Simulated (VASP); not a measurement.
Computed with PBEsol GGA, VASP's PBE PAW potentials (set 64) (plane waves; VASP).

VASP ran on this input.

KPOINTS:
```
Automatic mesh
0
Gamma
10 10 10
0 0 0
```

### INCAR
```
SYSTEM = HgTe
PREC = Accurate
ENCUT = 520
EDIFF = 1E-7
NELM = 100
ALGO = Normal
LREAL = .FALSE.
LASPH = .TRUE.
ISMEAR = 1
SIGMA = 0.1
GGA = PS
LMAXMIX = 6
LWAVE = .FALSE.
LCHARG = .FALSE.
ISIF = 2
```

File POSCAR:
```
HgTe
1
    0.0000000000     3.2253806627     3.2253806627
    3.2253806627     0.0000000000     3.2253806627
    3.2253806627     3.2253806627     0.0000000000
Hg Te
1 1
Direct
  0.0000000000   0.0000000000   0.0000000000
  0.2500000000   0.2500000000   0.2500000000
```

POTCAR, in this order: Hg Te (PBE.64 set). Program: vasp_std.

The resulting files:

### OSZICAR
```
       N       E                     dE             d eps       ncg     rms          rms(c)
DAV:   1     0.106184460590E+03    0.10618E+03   -0.81185E+03  1222   0.120E+03
DAV:   2    -0.169962636897E+00   -0.10635E+03   -0.10110E+03  1312   0.266E+02
DAV:   3    -0.456225153107E+01   -0.43923E+01   -0.43680E+01  1482   0.557E+01
DAV:   4    -0.460519535416E+01   -0.42944E-01   -0.42939E-01  1700   0.507E+00
DAV:   5    -0.460533376259E+01   -0.13841E-03   -0.13841E-03  1517   0.265E-01    0.806E+00
DAV:   6    -0.438060222644E+01    0.22473E+00   -0.55623E-01  1402   0.113E+01    0.638E+00
DAV:   7    -0.437028747917E+01    0.10315E-01   -0.11659E-01  1362   0.274E+00    0.232E+00
DAV:   8    -0.436822637421E+01    0.20611E-02   -0.12203E-02  1242   0.152E+00    0.654E-01
DAV:   9    -0.436798667661E+01    0.23970E-03   -0.84171E-04  1462   0.368E-01    0.143E-01
DAV:  10    -0.436799288720E+01   -0.62106E-05   -0.84251E-05  1411   0.972E-02    0.555E-02
DAV:  11    -0.436800001724E+01   -0.71300E-05   -0.26840E-05  1337   0.516E-02    0.363E-02
DAV:  12    -0.436799838134E+01    0.16359E-05   -0.47869E-06  1382   0.231E-02    0.169E-02
DAV:  13    -0.436799836185E+01    0.19493E-07   -0.35564E-07  1337   0.406E-03
   1 F= -.43679984E+01 E0= -.43680763E+01  d E =0.233679E-03
```

**OUTCAR**
```
------------------------ aborting loop because EDIFF is reached ----------------------------------------
  FORCE on cell =-STRESS in cart. coord.  units (eV):
  Direction    XX          YY          ZZ          XY          YZ          ZX
  --------------------------------------------------------------------------------------
  Total        0.5639410      0.5639410      0.5639410      0.0000000      0.0000000      0.0000000
  in kB       13.4639134     13.4639134     13.4639134      0.0000000      0.0000000      0.0000000
  external PRESSURE =      13.4639134 kB  Pullay stress =       0.0000000 kB
  volume of cell :       67.11
      direct lattice vectors                 reciprocal lattice vectors
     0.000000000  3.225380663  3.225380663    -0.155020462  0.155020462  0.155020462
     3.225380663  0.000000000  3.225380663     0.155020462 -0.155020462  0.155020462
     3.225380663  3.225380663  0.000000000     0.155020462  0.155020462 -0.155020462
 POSITION                                       TOTAL-FORCE (eV/Angst)
 -----------------------------------------------------------------------------------
      0.00000      0.00000      0.00000        -0.000000     -0.000000      0.000000
      1.61269      1.61269      1.61269         0.000000      0.000000     -0.000000
 -----------------------------------------------------------------------------------
    total drift:                               -0.000000     -0.000000     -0.000000
  FREE ENERGIE OF THE ION-ELECTRON SYSTEM (eV)
  ---------------------------------------------------
  free  energy   TOTEN  =        -4.3679983619 eV

  energy  without entropy=       -4.3682320412  energy(sigma->0) =       -4.36807625
```
(Selected blocks of OUTCAR.)

OUTCAR:
```
 val. band max:        2.8986210983   @ k =   0.1000   0.0000   0.0000

 cond. band min:       3.0179134351   @ k =   0.0000   0.0000   0.0000


 Fermi energy:         3.0045715971

 k-point     1 :       0.0000    0.0000    0.0000
  band No.  band energies     occupation
      1      -9.0511      2.00000
      2      -4.3646      2.00000
      3      -4.3646      2.00000
      4      -4.3646      2.00000
      5      -3.8211      2.00000
      6      -3.8211      2.00000
      7       2.2279      2.00000
      8       3.0179      0.77640
      9       3.0179      0.77640
     10       3.0179      0.77640
     11       7.1871      0.00000
     12       7.1871      0.00000
     13       7.1871      0.00000

 k-point     2 :       0.1000    0.0000    0.0000
  band No.  band energies     occupation
      1      -9.0000      2.00000
      2      -4.3502      2.00000
      3      -4.3502      2.00000
      4      -4.3482      2.00000
      5      -3.8228      2.00000
      6      -3.8228      2.00000
      7       1.4164      2.00000
      8       2.8986      2.06050
      9       2.8986      2.06050
     10       3.5305     -0.00000
     11       7.0753      0.00000
     12       7.3456      0.00000
     13       7.3456      0.00000

 k-point     3 :       0.2000    0.0000    0.0000
  band No.  band energies     occupation
      1      -8.8617      2.00000
      2      -4.3143      2.00000
      3      -4.3143      2.00000
      4      -4.2800      2.00000
      5      -3.8242      2.00000
      6      -3.8242      2.00000
      7       0.2047      2.00000
      8       2.6178      2.00000
      9       2.6178      2.00000
     10       3.8318     -0.00000
     11       7.4168      0.00000
     12       7.6824      0.00000
     13       7.6824      0.00000

 k-point     4 :       0.3000    0.0000    0.0000
  band No.  band energies     occupation
      1      -8.6810      2.00000
      2      -4.2746      2.00000
      3      -4.2746      2.00000
...
```

Unless said otherwise, spin-orbit coupling is left out, though it shifts the bands of the heavy elements here.

The compound is HgTe in the zinc blende structure. This cell is one point of a volume scan, at 0.97 of the reference volume.
